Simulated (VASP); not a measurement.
# Sc2InSb3 in VASP: a series of runs, part 2 of 2

VASP 6.6.1. The steps go on from the part before.

## Step 3: Relaxation of cell and atoms, PBE

This run uses another cell than the first one, of 25.11 Å³/atom, 0.871 times its volume.

INCAR

```
PREC = Normal
ENCUT = 520
EDIFF = 1E-4
ISMEAR = 0
SIGMA = 0.15
LREAL = False
LASPH = True
NELM = 60
ALGO = Fast
ISIF = 3
LWAVE = False
LCHARG = False
GGA = PE
IBRION = 2
NSW = 24
EDIFFG = -0.08
```

KPOINTS

```
Automatic mesh
0
Gamma
  4 4 2
```

POSCAR

```
Sc2InSb3
1.0
    4.0866321900      0.0000000000      0.0000000000
    0.0000000000      4.0866321900      0.0000000000
    0.0000000000      0.0000000000      9.0198580200
Sc In Sb
2 1 3
Direct
    0.0000000000      0.5000000000      0.7365000200
    0.5000000000      0.0000000000      0.2634999800
    0.0000000000      0.0000000000      0.0000000000
    0.5000000000      0.5000000000      0.0000000000
    0.0000000000      0.5000000000      0.3835000100
    0.5000000000      0.0000000000      0.6164999900
```

Potentials or basis: VASP PAW PBE potentials, release 64 (Sc_sv, In_d, Sb).

Launch:

```sh
$ cat potpaw_PBE.64/Sc_sv/POTCAR potpaw_PBE.64/In_d/POTCAR potpaw_PBE.64/Sb/POTCAR > POTCAR
$ mpirun -np 1 vasp_std > vasp.out
```

OUTCAR:

```text
PREC = Normal
   ENCUT = 520
   EDIFF = 1E-4
   ISMEAR = 0
   LREAL = False
   LASPH = True
   NELM = 60
   ISIF = 3
   GGA = PE
   IBRION = 2
   NSW = 24
   EDIFFG = -0.08

 ion  position               nearest neighbor table
   1  0.000  0.500  0.737-   6 3.09   6 3.09   6 3.09   6 3.09   4 3.13   4 3.13   3 3.13   3 3.13
                             5 3.18
   2  0.500  0.000  0.263-   5 3.09   5 3.09   5 3.09   5 3.09   4 3.13   3 3.13   3 3.13   4 3.13
                             6 3.18
   3  0.000  0.000  0.000-   4 2.89   4 2.89   4 2.89   4 2.89   2 3.13   2 3.13   1 3.13   1 3.13

   4  0.500  0.500  0.000-   3 2.89   3 2.89   3 2.89   3 2.89   2 3.13   1 3.13   1 3.13   2 3.13

   5  0.000  0.500  0.384-   2 3.09   2 3.09   2 3.09   2 3.09   1 3.18   6 3.57   6 3.57   6 3.57
                             6 3.57
   6  0.500  0.000  0.616-   1 3.09   1 3.09   1 3.09   1 3.09   2 3.18   5 3.57   5 3.57   5 3.57
                             5 3.57

  LATTYP: Found a simple tetragonal cell.
 ALAT       =     4.0866321900
 C/A-ratio  =     2.2071616922

  Lattice vectors:

 A1 = (   4.0866321900,   0.0000000000,   0.0000000000)
 A2 = (   0.0000000000,   4.0866321900,   0.0000000000)
 A3 = (   0.0000000000,   0.0000000000,   9.0198580200)

Analysis of symmetry for initial positions (statically):
=====================================================================
 Subroutine PRICEL returns:
 Original cell was already a primitive cell.

 Routine SETGRP: Setting up the symmetry group for a
 simple tetragonal supercell.

 Subroutine GETGRP returns: Found  8 space group operations
 (whereof  8 operations were pure point group operations)
 out of a pool of 16 trial point group operations.

The static configuration has the point symmetry D_2d.

Analysis of symmetry for dynamics (positions and initial velocities):
=====================================================================
 Subroutine PRICEL returns:
 Original cell was already a primitive cell.

 Routine SETGRP: Setting up the symmetry group for a
 simple tetragonal supercell.

[... 125 lines left out ...]
   LHFCALC =     F    Hartree Fock is set to
   AEXX    =    0.0000 exact exchange contribution
   IVDW    =     0    specifies the selected vdW correction
   LEPSILON=     F    determine dielectric tensor
   LRPA    =     F    only Hartree local field effects (RPA)
 conjugate gradient relaxation of ions
 non-spin polarized calculation
 RMM-DIIS sequential band-by-band and
 Gauss-broadening in eV      SIGMA  =   0.15
  energy-cutoff  :      520.00
  volume of cell :      150.64
 maximum number of plane-waves:      4081
   NGX = 15   NGY = 15   NGZ = 33

--------------------------------------- Ionic step        1  -------------------------------------------

 number of electron      49.9999946 magnetization

 Free energy of the ion-electron system (eV)
  ---------------------------------------------------
  ext. energy  EPLUGINS =         0.00000000
  ---------------------------------------------------
  free energy    TOTEN  =       -30.20559605 eV

  energy without entropy =      -30.14687879  energy(sigma->0) =      -30.17623742

------------------------ aborting loop because EDIFF is reached ----------------------------------------

  FORCE on cell =-STRESS in cart. coord.  units (eV):
  Direction    XX          YY          ZZ          XY          YZ          ZX
  --------------------------------------------------------------------------------------
  -------------------------------------------------------------------------------------
  Total        0.8848712      0.8848712     -2.3425429      0.0000000     -0.0000000      0.0000000
  in kB        9.4115218      9.4115218    -24.9153693      0.0000000     -0.0000000      0.0000000
  external PRESSURE =      -2.0307753 kB  Pullay stress =       0.0000000 kB
[... 101 lines left out ...]
  FREE ENERGIE OF THE ION-ELECTRON SYSTEM (eV)
  ---------------------------------------------------
  free  energy   TOTEN  =       -30.3000495551 eV

  energy  without entropy=      -30.2498659343  energy(sigma->0) =      -30.27495774

[... ionic steps 4 to 13 ...]

--------------------------------------- Ionic step       14  -------------------------------------------

 number of electron      50.0000053 magnetization

------------------------ aborting loop because EDIFF is reached ----------------------------------------
[... 75 lines left out ...]
--------------------------------------- Ionic step       16  -------------------------------------------

 number of electron      50.0000056 magnetization

 Free energy of the ion-electron system (eV)
  ---------------------------------------------------
  ext. energy  EPLUGINS =         0.00000000
  ---------------------------------------------------
  free energy    TOTEN  =       -30.51962398 eV

  energy without entropy =      -30.48549530  energy(sigma->0) =      -30.50255964

 E-fermi :   7.0434     XC(G=0): -10.2064

 val. band max:        7.0140335676   @ k =   0.5000   0.2500   0.5000
 cond. band min:       7.1129201413   @ k =   0.2500   0.2500   0.0000
 fundamental gap:      0.0988865737
 Fermi energy:         7.0434485924

 k-point     1 :       0.0000    0.0000    0.0000
  band No.  band energies     occupation
      1     -42.9171      2.00000
      2     -42.9164      2.00000
      3     -21.5845      2.00000
      4     -21.5746      2.00000
      5     -21.5562      2.00000
      6     -21.5562      2.00000
[... 418 lines left out ...]
  FREE ENERGIE OF THE ION-ELECTRON SYSTEM (eV)
  ---------------------------------------------------
  free  energy   TOTEN  =       -30.5196239761 eV

  energy  without entropy=      -30.4854953004  energy(sigma->0) =      -30.50255964

 reached required accuracy - stopping structural energy minimisation
```

CONTCAR:

```text
Sc2InSb3
   1.00000000000000
     4.2549717641621125   -0.0000000000000000    0.0000000000000000
     0.0000000000000000    4.2549717641621125    0.0000000000000000
     0.0000000000000000   -0.0000000000000000    8.3286101299352175
  Sc              In              Sb
     2     1     3
Direct
     0.0000000000000000    0.5000000000000000    0.7014774607363377
     0.5000000000000000    0.0000000000000000    0.2985225392636622
     0.0000000000000000    0.0000000000000000    0.0000000000000000
     0.5000000000000000    0.5000000000000000    0.0000000000000000
     0.0000000000000000    0.5000000000000000    0.3459879507310600
     0.5000000000000000    0.0000000000000000    0.6540120492689402

  0.00000000E+00  0.00000000E+00  0.00000000E+00
  0.00000000E+00  0.00000000E+00  0.00000000E+00
  0.00000000E+00  0.00000000E+00  0.00000000E+00
  0.00000000E+00  0.00000000E+00  0.00000000E+00
  0.00000000E+00  0.00000000E+00  0.00000000E+00
  0.00000000E+00  0.00000000E+00  0.00000000E+00
```

Wall time 4.8 min (1 thread of Intel Xeon Platinum 8488C (Sapphire Rapids), shared host); peak memory 0.22 GiB.

What came out:

```
Free energy                            : -30.5196 eV
Relaxed volume                         : 25.13 Å³/atom
Relaxed cell                           : a = 4.255 Å, b = 4.255 Å, c = 8.329 Å, α = 90.00°, β = 90.00°, γ = 90.00°
Space group after relaxing (to 0.05 Å) : P-4m2 (No. 115)
Energy gained by relaxing              : 52.3 meV/atom
Ionic steps                            : 16
Pressure after relaxing                : -0.1 GPa
Largest force after relaxing           : 0.068 eV/Å
Band gap on the k mesh                 : none (metal or under the smearing width)
```

Forces on the atoms (eV/Å):
```
Sc   0.000  0.000  0.068
Sc   0.000  0.000 -0.068
In   0.000  0.000  0.000
Sb   0.000  0.000  0.000
Sb   0.000  0.000 -0.043
Sb   0.000  0.000  0.043
```

Stress tensor (GPa, compression positive):
```
-0.08  0.00  0.00
 0.00 -0.08  0.00
 0.00  0.00 -0.27
```

The path:
```tsv
step	energy change (eV)	largest force (eV/Å)	pressure (GPa)	volume (Å³)
1	0.0000	0.4876	-0.20	150.64
2	-0.0645	0.3851	-0.01	149.91
3	-0.0945	0.4021	0.41	148.95
4	-0.1223	0.4318	-0.17	150.38
5	-0.1672	0.4834	-1.79	154.68
6	-0.1800	0.4693	-1.72	154.43
7	-0.2141	0.4133	-1.37	153.69
8	-0.2655	0.3177	-0.73	152.21
9	-0.3014	0.1640	0.69	149.26
10	-0.3033	0.1373	0.29	150.06
11	-0.3039	0.1323	0.38	149.75
12	-0.3089	0.1323	0.24	150.15
13	-0.3104	0.1268	0.03	150.56
14	-0.3105	0.0980	0.07	150.49
15	-0.3117	0.0807	0.00	150.57
16	-0.3140	0.0683	-0.14	150.79
```

Final structure:
```
CELL_PARAMETERS angstrom
4.25497 0.00000 0.00000
0.00000 4.25497 0.00000
0.00000 0.00000 8.32861
ATOMIC_POSITIONS crystal
Sc 0.00000 0.50000 0.70148
Sc 0.50000 0.00000 0.29852
In 0.00000 0.00000 0.00000
Sb 0.50000 0.50000 0.00000
Sb 0.00000 0.50000 0.34599
Sb 0.50000 0.00000 0.65401
```

Caveat: the k mesh is coarse (spacing up to 0.38 Å⁻¹), so the values aren't converged; the relaxation stopped at a loose force limit of 0.08 eV/Å, so its end isn't a converged minimum. The run has no spin-orbit coupling, so splittings on Sb are missing.
